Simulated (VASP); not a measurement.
Given:

```xyz
2
Lattice="0.0000 2.2448 2.2448 2.2448 0.0000 2.2448 2.2448 2.2448 0.0000" Properties=species:S:1:pos:R:3 pbc="T T T"
B      0.0000     0.0000     0.0000
P      1.1224     1.1224     1.1224
```

The numbers are results of LDA (Ceperley-Alder, Perdew-Zunger), VASP's LDA PAW potentials (set 64) (plane waves; VASP 6.6.1), not measurements. Numerical set-up: 520 eV cut-off, 14×14×14 Γ-centred mesh, Gaussian smearing of 0.010 eV, potentials B P.

**Question.** Give the electronic dielectric tensor ε∞ (DFPT, local fields included).

**Answer.** 
```
9.20  0.00  0.00
0.00  9.20  0.00
0.00  0.00  9.20
```

**Question.** Give the Born effective charges.

**Answer.** 
```csv
atom,Z*xx,Z*yy,Z*zz,mean
B1,-0.63,-0.63,-0.63,-0.63
P2,0.63,0.63,0.63,0.63
```

**Question.** And the static tensor with the ions free?

**Answer.** 
```
9.36  0.00  0.00
0.00  9.36  0.00
0.00  0.00  9.36
```

**Question.** Which frequencies do the optical Γ-point modes have (no LO-TO splitting)?

**Answer.** 819 (×3) cm⁻¹.

The compound is BP in the zinc blende structure. It was relaxed first.
